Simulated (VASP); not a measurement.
The input files of a VASP run:

**INCAR**
```
IBRION=2   # conjugate gradients
ISIF=3   # ions, shape and volume
LWAVE=.FALSE.
SYSTEM=PbTe
ALGO=Normal   # blocked Davidson
LMAXMIX=4   # l cut-off of mixed one-centre charges
PREC=Accurate
EDIFF=1E-6   # SCF stop (eV)
LCHARG=.FALSE.
SIGMA=0.1
EDIFFG=-0.02   # ionic stop
ISMEAR=1   # Methfessel-Paxton
PSTRESS=200
GGA=PS
NELM=100   # most electronic steps
NSW=40   # most ionic steps
ENCUT=500
LREAL=.FALSE.   # projection in real space or not
LASPH=.TRUE.   # aspherical one-centre terms
```

**KPOINTS**
```
kpoints
0
Gamma
9 9 4
0 0 0
```

### POSCAR
```
PbTe
1
    4.1258509268    -0.0000000000    -0.0000000000
   -2.0629254636     3.5730907034     0.0000000000
    0.0000000000     0.0000000000     7.7684463688
Pb Te
2 2
Direct
  0.0000000000   0.0000000000   0.0000000000
  0.0000000000   0.0000000000   0.5000000000
  0.3333330000   0.6666670000   0.2500000000
  0.6666670000   0.3333330000   0.7500000000
```

POTCAR, in this order: Pb_d Te (PBE.64 set). Program: vasp_std.

Write an equivalent input for Quantum ESPRESSO's pw.x.

One equivalent input (not run):
```
&CONTROL
  calculation = 'vc-relax'
  pseudo_dir = './pseudo'
  outdir = './out'
  tprnfor = .true.
  tstress = .true.
  nstep = 40
  forc_conv_thr = 0.00078
/
&SYSTEM
  ibrav = 0
  nat = 4
  ntyp = 2
  ecutwfc = 82.3
  occupations = 'smearing'
  smearing = 'methfessel-paxton'
  degauss = 0.00735
  input_dft = 'pbesol'
/
&ELECTRONS
  conv_thr = 7.3e-08
  electron_maxstep = 100
/
&IONS
/
&CELL
  press = 200
/
ATOMIC_SPECIES
  Pb 207.200 Pb.upf
  Te 127.600 Te.upf
CELL_PARAMETERS angstrom
     4.1258509   -0.0000000   -0.0000000
    -2.0629255    3.5730907    0.0000000
     0.0000000    0.0000000    7.7684464
ATOMIC_POSITIONS crystal
  Pb   0.0000000  0.0000000  0.0000000
  Pb   0.0000000  0.0000000  0.5000000
  Te   0.3333330  0.6666670  0.2500000
  Te   0.6666670  0.3333330  0.7500000
K_POINTS automatic
  9 9 4 0 0 0
```
What does not carry over: the potentials are each code's own (VASP's PAW set, PseudoDojo norm-conserving files in pw.x), so ENCUT and ecutwfc are chosen apart and not converted; conv_thr bounds pw.x's estimated SCF error, while EDIFF bounds the energy change between steps; forc_conv_thr acts on force components and is met together with etot_conv_thr.

The structure was generated: PbTe was put into the NiAs type type (P6_3/mmc), which need not be its known phase. This run relaxes it under an external pressure of 20 GPa. Symmetry was kept, so distortions that lower it aren't found.
